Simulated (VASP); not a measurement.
The input files of a VASP run:

**INCAR**
```
# general
SYSTEM =Mg2Ge
PREC   =Accurate
ENCUT  =520
LREAL  =F   # projection in real space or not
LASPH  =T   # aspherical one-centre terms

# electronic loop
EDIFF  =1E-7   # SCF stop (eV)
NELM   =100
ALGO   =Normal   # blocked Davidson
LMAXMIX=4   # l cut-off of mixed one-centre charges

# smearing
ISMEAR =0   # Gaussian
SIGMA  =0.05   # width (eV)

# functional
GGA    =PE
IVDW   =13

# ions
ISIF   =2   # forces and stress, cell fixed

# output
LWAVE  =F
LCHARG =F
```

File POSCAR:
```
Mg2Ge
1.0
  0.0000000000   3.2046764262   3.2046764262
  3.2046764262   0.0000000000   3.2046764262
  3.2046764262   3.2046764262   0.0000000000
Mg Ge
2 1
Cart
  1.6023382131   1.6023382131   1.6023382131
  4.8070146393   4.8070146393   4.8070146393
  6.4093528524   3.2046764262   3.2046764262
```

**KPOINTS**
```
Automatic mesh
0
Gamma
6 6 6
0 0 0
```

POTCAR, in this order: Mg Ge_d (PBE.64 set). Program: vasp_std.

Task: Translate this PBE-D4 calculation to Ansatz.

Result: One equivalent input (not run):
Ansatz 0.2 input:
```yaml
crystal:
  lattice:
    - [0.0000000, 3.2046764, 3.2046764]
    - [3.2046764, 0.0000000, 3.2046764]
    - [3.2046764, 3.2046764, 0.0000000]
  atoms:
    - { symbol: Mg, position: [0.2500000, 0.2500000, 0.2500000] }
    - { symbol: Mg, position: [0.7500000, 0.7500000, 0.7500000] }
    - { symbol: Ge, position: [0.0000000, 1.0000000, 1.0000000] }
kpoints:
  mp_grid: { grid: [6, 6, 6] }
hamiltonian:
  xc: pbe
  dispersion: d4
  pseudopotentials: { kind: paw }
scf:
  occupations: { method: gaussian, width: 0.05 }
  max_iter: 100
output: { forces: true, stress: true, eigenvalues: true }
```
The two are equivalent in intent, not identical: each code has its own PAW files, so the cut-off isn't converted (ENCUT is set for VASP's; basis.ecutwfc is left out, and Ansatz then takes the one that its files recommend); Ansatz stops its SCF on the density residual and VASP on the energy change (EDIFF).

The compound is Mg2Ge in the antifluorite structure. This cell is one point of a volume scan, at 1.03 of the reference volume.
